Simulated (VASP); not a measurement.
Output of a VASP run:

OSZICAR:
```
...
DAV:  16    -0.397006381474E+02    0.48718E-05   -0.19959E-06   478   0.233E-02    0.204E-03
DAV:  17    -0.397006405489E+02   -0.24015E-05   -0.62936E-07   310   0.728E-03    0.119E-03
DAV:  18    -0.397006371797E+02    0.33691E-05   -0.35023E-07   298   0.823E-03    0.970E-04
DAV:  19    -0.397006392349E+02   -0.20552E-05   -0.37376E-07   298   0.821E-03    0.323E-04
DAV:  20    -0.397006389842E+02    0.25065E-06   -0.20337E-08   298   0.164E-03
   1 F= -.39700639E+02 E0= -.39700639E+02  d E =-.397006E+02
       N       E                     dE             d eps       ncg     rms          rms(c)
DAV:   1    -0.453559485573E+02   -0.56553E+01   -0.16442E+02   692   0.271E+02    0.132E+01
DAV:   2    -0.409446995691E+02    0.44112E+01   -0.87128E+00   668   0.429E+01    0.586E+00
DAV:   3    -0.397659765531E+02    0.11787E+01   -0.35427E+00   816   0.285E+01    0.730E-01
DAV:   4    -0.398311831292E+02   -0.65207E-01   -0.29534E-01   560   0.523E+00    0.511E-01
DAV:   5    -0.398339845783E+02   -0.28014E-02   -0.47988E-02   560   0.245E+00    0.311E-01
DAV:   6    -0.397977600794E+02    0.36224E-01   -0.96504E-02   560   0.269E+00    0.253E-01
DAV:   7    -0.398336380966E+02   -0.35878E-01   -0.55184E-02   560   0.218E+00    0.576E-02
DAV:   8    -0.398341702249E+02   -0.53213E-03   -0.45292E-03   572   0.664E-01    0.623E-02
DAV:   9    -0.398348340386E+02   -0.66381E-03   -0.17975E-03   560   0.434E-01    0.301E-02
DAV:  10    -0.398352393431E+02   -0.40530E-03   -0.34069E-04   560   0.190E-01    0.738E-03
DAV:  11    -0.398352877893E+02   -0.48446E-04   -0.16218E-05   608   0.444E-02    0.616E-03
DAV:  12    -0.398352632726E+02    0.24517E-04   -0.84047E-06   572   0.377E-02    0.225E-03
DAV:  13    -0.398352996057E+02   -0.36333E-04   -0.95463E-06   572   0.388E-02    0.130E-03
DAV:  14    -0.398352967669E+02    0.28388E-05   -0.11189E-06   412   0.135E-02    0.924E-04
DAV:  15    -0.398352974271E+02   -0.66021E-06   -0.67575E-08   304   0.389E-03
   2 F= -.39835297E+02 E0= -.39835297E+02  d E =-.134658E+00
       N       E                     dE             d eps       ncg     rms          rms(c)
DAV:   1    -0.405201818257E+02   -0.68489E+00   -0.14450E+01   686   0.586E+01    0.470E+00
DAV:   2    -0.399793151396E+02    0.54087E+00   -0.10374E+00   680   0.169E+01    0.201E+00
DAV:   3    -0.398665947565E+02    0.11272E+00   -0.33851E-01   718   0.994E+00    0.425E-01
DAV:   4    -0.398689866398E+02   -0.23919E-02   -0.29750E-02   560   0.182E+00    0.264E-01
DAV:   5    -0.398676864457E+02    0.13002E-02   -0.12203E-02   560   0.123E+00    0.102E-01
DAV:   6    -0.398670006595E+02    0.68579E-03   -0.16261E-02   560   0.119E+00    0.866E-02
DAV:   7    -0.398704555037E+02   -0.34548E-02   -0.18549E-03   560   0.392E-01    0.372E-02
DAV:   8    -0.398706014569E+02   -0.14595E-03   -0.10824E-04   596   0.994E-02    0.209E-02
DAV:   9    -0.398707158398E+02   -0.11438E-03   -0.29392E-04   560   0.178E-01    0.586E-03
DAV:  10    -0.398707883428E+02   -0.72503E-04   -0.31740E-05   560   0.592E-02    0.424E-03
DAV:  11    -0.398707858618E+02    0.24809E-05   -0.11082E-06   430   0.101E-02    0.265E-03
DAV:  12    -0.398707915961E+02   -0.57342E-05   -0.38791E-06   560   0.169E-02    0.219E-03
DAV:  13    -0.398707880207E+02    0.35754E-05   -0.94665E-07   394   0.125E-02    0.368E-04
DAV:  14    -0.398707900242E+02   -0.20035E-05   -0.83744E-08   280   0.451E-03    0.322E-04
DAV:  15    -0.398707896579E+02    0.36626E-06   -0.16302E-08   280   0.151E-03
   3 F= -.39870790E+02 E0= -.39870790E+02  d E =-.170151E+00
```

OUTCAR:
```
------------------------ aborting loop because EDIFF is reached ----------------------------------------
  FORCE on cell =-STRESS in cart. coord.  units (eV):
  Direction    XX          YY          ZZ          XY          YZ          ZX
  --------------------------------------------------------------------------------------
  Total        0.0086240      0.0086240      0.0086240      0.0000000     -0.0000000      0.0000000
  in kB        0.2545745      0.2545745      0.2545745      0.0000000     -0.0000000      0.0000000
  external PRESSURE =       0.2545745 kB  Pullay stress =       0.0000000 kB
  volume of cell :       54.28
      direct lattice vectors                 reciprocal lattice vectors
     0.000000000  3.005095202  3.005095202    -0.166384080  0.166384080  0.166384080
     3.005095202 -0.000000000  3.005095202     0.166384080 -0.166384080  0.166384080
     3.005095202  3.005095202  0.000000000     0.166384080  0.166384080 -0.166384080
 POSITION                                       TOTAL-FORCE (eV/Angst)
 -----------------------------------------------------------------------------------
      0.00000      0.00000      0.00000         0.000000     -0.000000     -0.000000
      3.00510      3.00510      3.00510        -0.000000      0.000000      0.000000
 -----------------------------------------------------------------------------------
    total drift:                                0.000000      0.000000      0.000000
  FREE ENERGIE OF THE ION-ELECTRON SYSTEM (eV)
  ---------------------------------------------------
  free  energy   TOTEN  =       -39.8707896579 eV

  energy  without entropy=      -39.8707896579  energy(sigma->0) =      -39.87078966

 reached required accuracy - stopping structural energy minimisation
```
(Selected blocks of OUTCAR.)

POSCAR:
```
SnSe
1
    0.0000000000     2.8785640000     2.8785640000
    2.8785640000     0.0000000000     2.8785640000
    2.8785640000     2.8785640000     0.0000000000
Se Sn
1 1
Direct
  0.0000000000   0.0000000000   0.0000000000
  0.5000000000   0.5000000000   0.5000000000
```

Question: Reconstruct the remaining input files.

Answer: Several could match; the one computed here: the input of the run itself, r2SCAN meta-GGA, plane waves, VASP's PBE PAW potentials (set 64).

### INCAR
```
# general
SYSTEM  = SnSe
PREC    = Accurate
ENCUT   = 400
LREAL   = .FALSE.
LASPH   = .TRUE.

# electronic loop
EDIFF   = 1E-6
NELM    = 100
ALGO    = Normal
LMAXMIX = 4
LMIXTAU = .TRUE.

# smearing
ISMEAR  = 0
SIGMA   = 0.05

# functional
METAGGA = R2SCAN

# ions
IBRION  = 2
NSW     = 60
ISIF    = 3
EDIFFG  = -0.01

# output
LWAVE   = .FALSE.
LCHARG  = .FALSE.
```

File KPOINTS:
```
kpoints
0
G
7 7 7
```

POTCAR, in this order: Se Sn_d (PBE.64 set). Program: vasp_std.

Energy and stress use the plane-wave basis of the starting cell.

The structure was generated: SnSe was put into the rocksalt type (Fm-3m), which need not be its known phase. This run relaxes it. Symmetry was kept, so distortions that lower it aren't found.
